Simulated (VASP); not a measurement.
Output of a VASP run:

**OUTCAR**
```
 ion  position               nearest neighbor table
   1  0.250  0.250  0.250-   3 2.48   3 2.48   3 2.48   3 2.48   2 2.87   2 2.87   2 2.87   2 2.87
                             2 2.87   2 2.87
   2  0.750  0.750  0.750-   3 2.48   3 2.48   3 2.48   3 2.48   1 2.87   1 2.87   1 2.87   1 2.87
                             1 2.87   1 2.87
   3  0.000  0.000  0.000-   2 2.48   2 2.48   2 2.48   1 2.48   1 2.48   1 2.48   2 2.48   1 2.48
  LATTYP: Found a face centered cubic cell.
 ALAT       =     5.7320532672
 Subroutine PRICEL returns:
 Original cell was already a primitive cell.
 Subroutine GETGRP returns: Found 48 space group operations
The static configuration has the point symmetry O_h .
The dynamic configuration has the point symmetry O_h .
 Subroutine INISYM returns: Found 48 space group operations
 Subroutine IBZKPT returns following result:
 Found     29 irreducible k-points:

 Following reciprocal coordinates:
            Coordinates               Weight
  0.000000  0.000000  0.000000      1.000000
  0.125000  0.000000  0.000000      8.000000
  0.250000  0.000000  0.000000      8.000000
  0.375000  0.000000  0.000000      8.000000
  0.500000  0.000000  0.000000      4.000000
  0.125000  0.125000  0.000000      6.000000
  0.250000  0.125000  0.000000     24.000000
  0.375000  0.125000  0.000000     24.000000
  0.500000  0.125000  0.000000     24.000000
 -0.375000  0.125000  0.000000     24.000000
 -0.250000  0.125000  0.000000     24.000000
 -0.125000  0.125000  0.000000     12.000000
  0.250000  0.250000  0.000000      6.000000
  0.375000  0.250000  0.000000     24.000000
  0.500000  0.250000  0.000000     24.000000
 -0.375000  0.250000  0.000000     24.000000
 -0.250000  0.250000  0.000000     12.000000
  0.375000  0.375000  0.000000      6.000000
  0.500000  0.375000  0.000000     24.000000
 -0.375000  0.375000  0.000000     12.000000
  0.500000  0.500000  0.000000      3.000000
  0.375000  0.250000  0.125000     24.000000
  0.500000  0.250000  0.125000     48.000000
 -0.375000  0.250000  0.125000     24.000000
  0.500000  0.375000  0.125000     24.000000
 -0.375000  0.375000  0.125000     48.000000
 -0.250000  0.375000  0.125000     24.000000
 -0.375000  0.500000  0.125000     12.000000
 -0.250000  0.500000  0.250000      6.000000
   k-points           NKPTS =     29   k-points in BZ     NKDIM =     29   number of bands    NBANDS=     12
   number of dos      NEDOS =    301   number of ions     NIONS =      3
   total plane-waves  NPLWV =  27000
   dimension x,y,z NGX =    30 NGY =   30 NGZ =   30
   dimension x,y,z NGXF=    60 NGYF=   60 NGZF=   60
   ions per type =               2   1
   PREC   = accura    normal or accurate (medium, high low for compatibility)
   ISTART =      0    job   : 0-new  1-cont  2-samecut
   ICHARG =      2    charge: 1-file 2-atom 10-const
   ISPIN  =      1    spin polarized calculation?
   LNONCOLLINEAR =      F non collinear calculations
   LSORBIT =      F    spin-orbit coupling
   INIWAV =      1    electr: 0-lowe 1-rand  2-diag
   ENCUT  =  480.0 eV  35.28 Ry    5.94 a.u.   7.24  7.24  7.24*2*pi/ulx,y,z
   NELM   =    100;   NELMIN=  2; NELMDL= -5     # of ELM steps
   EDIFF  = 0.1E-06   stopping-criterion for ELM
   LREAL  =      F    real-space projection
   NLSPLINE    = F    spline interpolate recip. space projectors
   LMAXMIX     =    6 max onsite mixed and CHGCAR
   VOSKOWN=      0    Vosko Wilk Nusair interpolation
   EDIFFG = -.1E-01   stopping-criterion for IOM
   NSW    =     40    number of steps for IOM
   NBLOCK =      1;   KBLOCK =     40    inner block; outer block
   IBRION =      2    ionic relax: 0-MD 1-quasi-New 2-CG
   NFREE  =      1    steps in history (QN), initial steepest desc. (CG)
   ISIF   =      3    stress and relaxation
   ISYM   =      2    0-nonsym 1-usesym 2-fastsym
   TEIN   =    0.0    initial temperature
   TEBEG  =    0.0;   TEEND  =   0.0 temperature during run
   SMASS  =  -3.00    Nose mass-parameter (am)
   PSTRESS=  150.0 pullay stress
   NELECT =      16.0000    total number of electrons
...
```

**OSZICAR**
```
       N       E                     dE             d eps       ncg     rms          rms(c)
DAV:   1     0.209544393001E+01    0.20954E+01   -0.70364E+03   712   0.112E+03
DAV:   2    -0.697008853828E+02   -0.71796E+02   -0.64320E+02   812   0.204E+02
DAV:   3    -0.715527194255E+02   -0.18518E+01   -0.18316E+01   872   0.327E+01
DAV:   4    -0.715686206830E+02   -0.15901E-01   -0.15897E-01   836   0.353E+00
DAV:   5    -0.715688796611E+02   -0.25898E-03   -0.25897E-03   880   0.475E-01    0.111E+01
DAV:   6    -0.676963650206E+02    0.38725E+01   -0.33078E+00   792   0.198E+01    0.398E+00
DAV:   7    -0.676650800123E+02    0.31285E-01   -0.39038E-01   780   0.630E+00    0.241E+00
DAV:   8    -0.676959254679E+02   -0.30845E-01   -0.85214E-02   720   0.247E+00    0.514E-01
DAV:   9    -0.676962219161E+02   -0.29645E-03   -0.25829E-02   732   0.140E+00    0.148E-01
DAV:  10    -0.677047259991E+02   -0.85041E-02   -0.80408E-03   712   0.825E-01    0.118E-01
DAV:  11    -0.677052432693E+02   -0.51727E-03   -0.70811E-04   820   0.268E-01    0.253E-02
DAV:  12    -0.677055106123E+02   -0.26734E-03   -0.26395E-04   764   0.191E-01    0.142E-02
DAV:  13    -0.677056284677E+02   -0.11786E-03   -0.32015E-05   784   0.694E-02    0.641E-03
DAV:  14    -0.677056274308E+02    0.10369E-05   -0.37478E-06   808   0.226E-02    0.335E-03
DAV:  15    -0.677056313387E+02   -0.39079E-05   -0.24349E-06   740   0.193E-02    0.100E-03
DAV:  16    -0.677056317550E+02   -0.41633E-06   -0.13096E-07   640   0.360E-03    0.404E-04
DAV:  17    -0.677056317307E+02    0.24339E-07   -0.31761E-08   404   0.197E-03
   1 F= -.63297533E+02 E0= -.63297708E+02  d E =-.632975E+02
```

File OUTCAR:
```
------------------------ aborting loop because EDIFF is reached ----------------------------------------
  FORCE on cell =-STRESS in cart. coord.  units (eV):
  Direction    XX          YY          ZZ          XY          YZ          ZX
  --------------------------------------------------------------------------------------
  Total        4.4148975      4.4148975      4.4148975      0.0000000      0.0000000      0.0000000
  in kB      150.2313401    150.2313401    150.2313401      0.0000000      0.0000000      0.0000000
  external PRESSURE =       0.2313401 kB  Pullay stress =     150.0000000 kB
  volume of cell :       47.08
      direct lattice vectors                 reciprocal lattice vectors
     0.000000000  2.866026634  2.866026634    -0.174457555  0.174457555  0.174457555
     2.866026634  0.000000000  2.866026634     0.174457555 -0.174457555  0.174457555
     2.866026634  2.866026634  0.000000000     0.174457555  0.174457555 -0.174457555
 POSITION                                       TOTAL-FORCE (eV/Angst)
 -----------------------------------------------------------------------------------
      1.43301      1.43301      1.43301        -0.000000      0.000000     -0.000000
      4.29904      4.29904      4.29904         0.000000     -0.000000      0.000000
      0.00000      0.00000      0.00000         0.000000      0.000000      0.000000
 -----------------------------------------------------------------------------------
    total drift:                                0.000000     -0.000000     -0.000000
  FREE ENERGIE OF THE ION-ELECTRON SYSTEM (eV)
  ---------------------------------------------------
  free  energy   TOTEN  =       -67.7056317307 eV

  energy  without entropy=      -67.7061572539  energy(sigma->0) =      -67.70580691
  enthalpy is  TOTEN    =       -63.2975327464 eV   P V=        4.4080989844

 reached required accuracy - stopping structural energy minimisation
```
(Selected blocks of OUTCAR.)

**POSCAR**
```
PtAl2
1
   -0.0000000000     2.8660266336     2.8660266336
    2.8660266336     0.0000000000     2.8660266336
    2.8660266336     2.8660266336    -0.0000000000
Al Pt
2 1
Direct
  0.2500000000   0.2500000000   0.2500000000
  0.7500000000   0.7500000000   0.7500000000
  0.0000000000   0.0000000000   0.0000000000
```

Problem. Reconstruct the remaining input files.

Solution. Several could match; the one computed here: the input of the run itself, r2SCAN meta-GGA, plane waves, VASP's PBE PAW potentials (set 64).

INCAR:
```
ALGO = Normal
EDIFF = 1E-7
EDIFFG = -0.01
ENCUT = 480
IBRION = 2
ISIF = 3
ISMEAR = 1
LASPH = .TRUE.
LCHARG = .FALSE.
LMAXMIX = 6
LMIXTAU = .TRUE.
LREAL = .FALSE.
LWAVE = .FALSE.
METAGGA = R2SCAN
NELM = 100
NSW = 40
PREC = Accurate
PSTRESS = 150
SIGMA = 0.1
SYSTEM = PtAl2
```

### KPOINTS
```
K-points
0
gamma
 8 8 8
```

POTCAR, in this order: Al Pt (PBE.64 set). Program: vasp_std.

The compound is PtAl2 in the fluorite structure. It was relaxed first under an external pressure of 15 GPa.
